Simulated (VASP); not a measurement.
Here is a VASP 6.6.1 calculation.

The input INCAR:

```
PREC = Accurate
ENCUT = 520
EDIFF = 1E-7
ISMEAR = -1
SIGMA = 0.05
LREAL = False
LASPH = True
NELM = 60
ALGO = Normal
ISIF = 2
LWAVE = False
LCHARG = False
GGA = PE
NBANDS = 25
```

File KPOINTS:

```
regular mesh
0
Gamma
  8 8 3
```

Contents of POSCAR:

```
CaBr
1.0
    4.0841480343      0.0000000000      0.0000000000
   -2.0420740171      3.5369759505      0.0000000000
    0.0000000000      0.0000000000      9.6721260000
Br Ca
2 2
Direct
    0.6666666667      0.3333333333      0.5344880000
    0.3333333333      0.6666666667      0.0344880000
    0.6666666667      0.3333333333      0.8405120000
    0.3333333333      0.6666666667      0.3405120000
```

Potentials or basis: VASP PAW PBE potentials, release 64 (Br, Ca_sv).

Launch:

```bash
$ cat potpaw_PBE.64/Br/POTCAR potpaw_PBE.64/Ca_sv/POTCAR > POTCAR
$ mpirun -np 1 vasp_std > vasp.out
```

Predict the pressure.

0.6 GPa.

Predict the largest force.

0.131 eV/Å.

Estimate the band gap on the k mesh.

none (metal or under the smearing width).

Stress tensor (GPa, compression positive):
```
0.30 0.00 0.00
0.00 0.30 0.00
0.00 0.00 1.21
```
